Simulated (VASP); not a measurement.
A VASP calculation is set up with these files.

File POSCAR:
```
CuI
1
    4.0668538390     0.0000000000     0.0000000000
   -2.0334269195     3.5219990218     0.0000000000
    0.0000000000     0.0000000000     6.7438891192
Cu I
2 2
Direct
  0.3333330000   0.6666670000   0.0024544554
  0.6666670000   0.3333330000   0.5024544554
  0.3333330000   0.6666670000   0.3725455446
  0.6666670000   0.3333330000   0.8725455446
```

### KPOINTS
```
Regular mesh
0
gamma
6 6 4
```

INCAR:
```
PREC=Accurate
EDIFFG=-0.02
GGA=PS
NELM=100   # most electronic steps
SIGMA=0.05   # width (eV)
LMAXMIX=4
LREAL=F   # projection in real space or not
ALGO=Normal   # blocked Davidson
ISIF=3
ENCUT=500   # plane-wave cut-off (eV)
LWAVE=F
PSTRESS=100   # kbar
SYSTEM=CuI
LCHARG=F
EDIFF=1E-6   # SCF stop (eV)
LASPH=T   # aspherical one-centre terms
IBRION=2
ISMEAR=0
NSW=40   # most ionic steps
```

POTCAR, in this order: Cu I (PBE.64 set). Program: vasp_std.

Question: Write an equivalent input for Quantum ESPRESSO's pw.x.

Answer: One equivalent input (not run):
```
&CONTROL
  calculation = 'vc-relax'
  pseudo_dir = './pseudo'
  outdir = './out'
  tprnfor = .true.
  tstress = .true.
  nstep = 40
  forc_conv_thr = 0.00078
/
&SYSTEM
  ibrav = 0
  nat = 4
  ntyp = 2
  ecutwfc = 92
  occupations = 'smearing'
  smearing = 'gaussian'
  degauss = 0.003675
  input_dft = 'pbesol'
/
&ELECTRONS
  conv_thr = 7.3e-08
  electron_maxstep = 100
/
&IONS
/
&CELL
  press = 100
/
ATOMIC_SPECIES
  Cu 63.546 Cu.upf
  I 126.904 I.upf
CELL_PARAMETERS angstrom
     4.0668538    0.0000000    0.0000000
    -2.0334269    3.5219990    0.0000000
     0.0000000    0.0000000    6.7438891
ATOMIC_POSITIONS crystal
  Cu   0.3333330  0.6666670  0.0024545
  Cu   0.6666670  0.3333330  0.5024545
  I    0.3333330  0.6666670  0.3725455
  I    0.6666670  0.3333330  0.8725455
K_POINTS automatic
  6 6 4 0 0 0
```
The two are equivalent in intent, not identical: the potentials are each code's own (VASP's PAW set, PseudoDojo norm-conserving files in pw.x), so ENCUT and ecutwfc are chosen apart and not converted; conv_thr bounds pw.x's estimated SCF error, while EDIFF bounds the energy change between steps; forc_conv_thr acts on force components and is met together with etot_conv_thr.

The structure was generated: CuI was put into the wurtzite type (P6_3mc), which need not be its known phase. This run relaxes it under an external pressure of 10 GPa. Symmetry was kept, so distortions that lower it aren't found.
